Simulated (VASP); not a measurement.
Here is a VASP 6.6.1 calculation.

The input INCAR:

```
PREC = Accurate
ENCUT = 350
EDIFF = 1E-7
ISMEAR = 0
SIGMA = 0.02
LREAL = False
LASPH = True
NELM = 60
ALGO = Fast
ISIF = 3
LWAVE = False
LCHARG = False
GGA = PE
IBRION = 2
NSW = 80
EDIFFG = -0.002
```

File KPOINTS:

```
regular mesh
0
Gamma
  10 10 10
```

The input POSCAR:

```
Si                                      
1.0
   -0.0000000000      2.7337459553      2.7337459553
    2.7337459553     -0.0000000000      2.7337459553
    2.7337459553      2.7337459553     -0.0000000000
  Si            
     2
Direct
     0.0000000000000000    0.0000000000000000    0.0000000000000000
     0.2500000000000000    0.2500000000000000    0.2500000000000000
```

Potentials or basis: VASP PAW PBE potentials, release 64 (Si).

Launch:

```console
$ cat potpaw_PBE.64/Si/POTCAR > POTCAR
$ mpirun -np 1 vasp_std > vasp.out
```

Q: What does it give for the band gap on the k mesh?

A: 0.62 eV, indirect (least direct gap 2.56 eV).

Final structure:
```
Si
1.0
     0.00000    2.73375    2.73375
     2.73375    0.00000    2.73375
     2.73375    2.73375    0.00000
Si
2
Cartesian
  0.0000 0.0000 0.0000
  1.3669 1.3669 1.3669
```

Caveat: the relaxation stopped at its first step, so nothing moved. A k mesh can miss the band edges.
